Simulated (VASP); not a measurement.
Consider the following.

```xyz
3
Lattice="0.0000 3.0469 3.0469 3.0469 0.0000 3.0469 3.0469 3.0469 0.0000" Properties=species:S:1:pos:R:3 pbc="T T T"
Al     1.5234     1.5234     1.5234
Al     4.5703     4.5703     4.5703
Au     0.0000     0.0000     0.0000
```

These are RPBE GGA, VASP's PBE PAW potentials (set 64) (plane waves; VASP 6.6.1) values and carry that method's errors. Settings: 520 eV cut-off, 10×10×10 Γ-centred mesh, tetrahedra with Blöchl corrections, potentials Al Au.

Unless said otherwise, spin-orbit coupling is left out, though it shifts the bands of the heavy elements here.

Question: Tabulate the total density of states (states/eV per cell) against energy (eV; zero at the valence-band maximum or, without a gap, the Fermi level).

Answer: 
```
E (eV) | DOS (states/eV)
    -9.95 |  0.16
    -9.73 | # 0.24
    -9.62 | # 0.27
    -9.40 | # 0.34
    -9.29 | # 0.37
    -9.07 | # 0.43
    -8.96 | # 0.46
    -8.75 | # 0.54
    -8.64 | # 0.58
    -8.42 | ## 0.70
    -8.20 | ## 0.99
    -8.09 | ## 1.02
    -7.87 | ## 0.95
    -7.76 | ## 0.90
    -7.55 | ## 0.90
    -7.44 | ## 0.87
    -7.22 | ## 0.89
    -7.11 | ## 0.99
    -6.89 | #### 1.70
    -6.67 | ################ 7.04
    -6.56 | ######## 3.61
    -6.35 | ## 0.73
    -6.24 | ####### 3.11
    -6.02 | ############################## 13.1
    -5.91 | ######## 3.64
    -5.69 | ######## 3.33
    -5.58 | ############ 5.07
    -5.36 | ############################ 12.0
    -5.15 | #### 1.89
    -5.04 | # 0.30
    -4.82 | # 0.52
    -4.71 | ## 0.75
    -4.49 | ### 1.32
    -4.38 | ### 1.40
    -4.16 | ### 1.26
    -4.05 | ### 1.12
    -3.84 | # 0.65
    -3.62 | # 0.52
    -3.51 | ## 0.69
    -3.29 | ## 0.80
    -3.18 | ## 0.87
    -2.96 | ## 0.92
    -2.85 | ## 0.94
    -2.64 | ## 0.88
    -2.42 | ## 0.85
    -2.31 | ## 0.89
    -2.09 | ## 0.82
    -1.98 | ## 0.97
    -1.76 | ### 1.51
    -1.65 | ### 1.40
    -1.44 | ### 1.27
    -1.33 | ### 1.26
    -1.11 | ### 1.24
    -0.89 | ### 1.18
    -0.78 | ### 1.15
    -0.56 | ### 1.10
    -0.45 | ### 1.09
    -0.23 | ### 1.09
    -0.13 | ## 1.04
     0.09 | ## 0.96
     0.20 | ## 0.92
     0.42 | ## 0.74
     0.64 | # 0.54
     0.75 | # 0.50
     0.97 | # 0.42
     1.07 | # 0.39
     1.29 | # 0.50
     1.40 | # 0.56
     1.62 | ## 0.68
     1.73 | ## 0.74
     1.95 | ## 0.89
     2.17 | ## 1.08
     2.27 | ### 1.24
     2.49 | #### 1.77
     2.60 | ##### 2.09
     2.82 | ##### 2.13
     2.93 | #### 1.61
     3.15 | ## 0.76
     3.26 | # 0.53
     3.48 | # 0.55
```
Within 2 eV below the Fermi level the largest weight inside VASP's projection spheres is Au p, then Al p.

The compound is AuAl2 in the fluorite structure. It was relaxed first. The electron count is odd and the run is not spin-polarised, which forces a metal.
